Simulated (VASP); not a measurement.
An input for Ansatz (written as the equivalent of a VASP run, and not itself run):

Ansatz 0.2 input:
```yaml
crystal:
  lattice:
    - [0.0000000, 2.7919631, 2.7919631]
    - [2.7919631, 0.0000000, 2.7919631]
    - [2.7919631, 2.7919631, 0.0000000]
  atoms:
    - { symbol: Cd, position: [0.0000000, 1.0000000, 0.0000000] }
    - { symbol: F, position: [0.2500000, 0.2500000, 0.2500000] }
    - { symbol: F, position: [0.7500000, 0.7500000, 0.7500000] }
kpoints:
  mp_grid: { grid: [8, 8, 8] }
hamiltonian:
  xc: rpbe
  pseudopotentials: { kind: paw }
scf:
  occupations: { method: tetrahedron }
  max_iter: 100
output: { forces: true, stress: true, eigenvalues: true }
```

**Question.** Write the VASP files for the same calculation (RPBE).

**Answer.** One answer among several that fit: 
File POSCAR:
```
CdF2
1
    0.0000000000     2.7919631418     2.7919631418
    2.7919631418    -0.0000000000     2.7919631418
    2.7919631418     2.7919631418     0.0000000000
Cd F
1 2
Direct
  0.0000000000   1.0000000000   0.0000000000
  0.2500000000   0.2500000000   0.2500000000
  0.7500000000   0.7500000000   0.7500000000
```

### INCAR
```
SYSTEM = CdF2
PREC = Accurate
ENCUT = 520
EDIFF = 1E-7
NELM = 100
ALGO = Normal
LREAL = .FALSE.
LASPH = .TRUE.
ISMEAR = -5
GGA = RP
LMAXMIX = 4
LWAVE = .FALSE.
LCHARG = .TRUE.
LORBIT = 11
NEDOS = 601
ISIF = 2
LEFG = .TRUE.
```

File KPOINTS:
```
kpoints
0
G
8 8 8
```

POTCAR, in this order: Cd F (PBE.64 set). Program: vasp_std.

The two are equivalent in intent, not identical: each code has its own PAW files, so the cut-off isn't converted (ENCUT is set for VASP's; basis.ecutwfc is left out, and Ansatz then takes the one that its files recommend); Ansatz stops its SCF on the density residual and VASP on the energy change (EDIFF); the field gradients of LEFG aren't asked of the other code.

The compound is CdF2 in the fluorite structure. It was relaxed first, which changed the volume by +11 %.
